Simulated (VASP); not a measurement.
An input for Ansatz (written as the equivalent of a VASP run, and not itself run):

Ansatz 0.2 input:
```yaml
crystal:
  lattice:
    - [0.0000000, 2.7071718, 2.7071718]
    - [2.7071718, 0.0000000, 2.7071718]
    - [2.7071718, 2.7071718, 0.0000000]
  atoms:
    - { symbol: Li, position: [0.0000000, 0.0000000, 0.0000000] }
    - { symbol: Br, position: [0.5000000, 0.5000000, 0.5000000] }
kpoints:
  mp_grid: { grid: [8, 8, 8] }
hamiltonian:
  xc: pbesol
  pseudopotentials: { kind: paw }
scf:
  occupations: { method: gaussian, width: 0.05 }
  max_iter: 100
output: { forces: true, stress: true, eigenvalues: true }
```

**Question.** Translate this input to VASP (INCAR, KPOINTS, POSCAR, choice of POTCAR).

**Answer.** One answer among several that fit: 
INCAR:
```
! general
SYSTEM   =  LiBr
PREC     =  Accurate
ENCUT    =  600
LREAL    =  .False.
LASPH    =  .True.

! electronic loop
EDIFF    =  1E-7
NELM     =  100
ALGO     =  Normal
LMAXMIX  =  4

! smearing
ISMEAR   =  0
SIGMA    =  0.05

! functional
GGA      =  PS

! ions
ISIF     =  2

! output
LWAVE    =  .False.
LCHARG   =  .False.
```

**POSCAR**
```
LiBr
1
    0.0000000000     2.7071717896     2.7071717896
    2.7071717896     0.0000000000     2.7071717896
    2.7071717896     2.7071717896     0.0000000000
Li Br
1 1
Direct
  0.0000000000   0.0000000000   0.0000000000
  0.5000000000   0.5000000000   0.5000000000
```

File KPOINTS:
```
K-points
0
G
  8 8 8
```

POTCAR, in this order: Li_sv Br (PBE.64 set). Program: vasp_std.

The two are equivalent in intent, not identical: each code has its own PAW files, so the cut-off isn't converted (ENCUT is set for VASP's; basis.ecutwfc is left out, and Ansatz then takes the one that its files recommend); Ansatz stops its SCF on the density residual and VASP on the energy change (EDIFF).

The compound is LiBr in the rock salt structure. It was relaxed first.
